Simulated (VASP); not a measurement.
A run of VASP 6.6.1 is set up as follows.

Contents of INCAR:

```
ALGO = Normal ; EDIFF = 1E-6
ENCUT = 520 ; GGA = PE
ISIF = 2 ; ISMEAR = -1
LASPH = T ; LCHARG = F
LREAL = F ; LWAVE = F
NELM = 80 ; PREC = Accurate
SIGMA = 0.05
```

KPOINTS

```
k-points
0
Gamma
  4 4 4
```

File POSCAR:

```
Al2O3
1.0
    2.3770000000      1.3723615899      4.3300000000
   -2.3770000000      1.3723615899      4.3300000000
    0.0000000000     -2.7447231797      4.3300000000
Al O
4 6
Direct
    0.8522800000      0.8522800000      0.8522800000
    0.6477200000      0.6477200000      0.6477200000
    0.1477200000      0.1477200000      0.1477200000
    0.3522800000      0.3522800000      0.3522800000
    0.0564000000      0.4436000000      0.7500000000
    0.7500000000      0.0564000000      0.4436000000
    0.4436000000      0.7500000000      0.0564000000
    0.9436000000      0.5564000000      0.2500000000
    0.2500000000      0.9436000000      0.5564000000
    0.5564000000      0.2500000000      0.9436000000
```

Potentials or basis: VASP PAW PBE potentials, release 64 (Al, O).

The run is started by

```console
$ cat potpaw_PBE.64/Al/POTCAR potpaw_PBE.64/O/POTCAR > POTCAR
$ mpirun -np 1 vasp_std > vasp.out
```

Problem. What does it give for the band gap on the k mesh?

Solution. 6.26 eV, direct.

Problem. Predict the pressure.

Solution. 8.1 GPa.

Stress tensor (GPa, compression positive):
```
8.48 0.00 0.00
0.00 8.48 0.00
0.00 0.00 7.22
```

**Measured values to compare with.**

From “Multi-petahertz electron interference in Cr:Al2O3 solid-state material”, 2018, pmc:5906618, for a bulk crystal of Al2O3: band gap 8.7 eV (optical).

Against the measured gap of Al2O3, 8.7 eV (optical; quoted in “Multi-petahertz electron interference in Cr:Al2O3 solid-state material”, 2018, pmc:5906618), the calculated 6.26 eV is off by -2.44 eV. The value is that of PBE, without temperature or zero-point motion. Semilocal functionals fall short of measured gaps as a rule.
